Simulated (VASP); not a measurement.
CoGa (CsCl type): the formation energy from VASP (plane waves, PAW) at several levels of theory. The references are the elements' solids at the same level; no temperature or zero-point terms are added.

| level | formation energy (eV/atom) |
|---|---|
| LDA | -0.400 |
| PBE | -0.268 |
| PBEsol | -0.343 |

The cell of the LDA run:

```
CELL_PARAMETERS angstrom
      2.80954     0.00000     0.00000
      0.00000     2.80954     0.00000
      0.00000     0.00000     2.80954
ATOMIC_POSITIONS crystal
  Ga 0.50000 0.50000 0.50000
  Co 0.00000 0.00000 0.00000
```

Only levels that ran to the end are used. Left out are those held back, those with too coarse a band path, GW runs whose mesh misses a band edge, hybrids' fits of cells that aren't cubic and levels without matching references; a question may draw on a part of the rest.
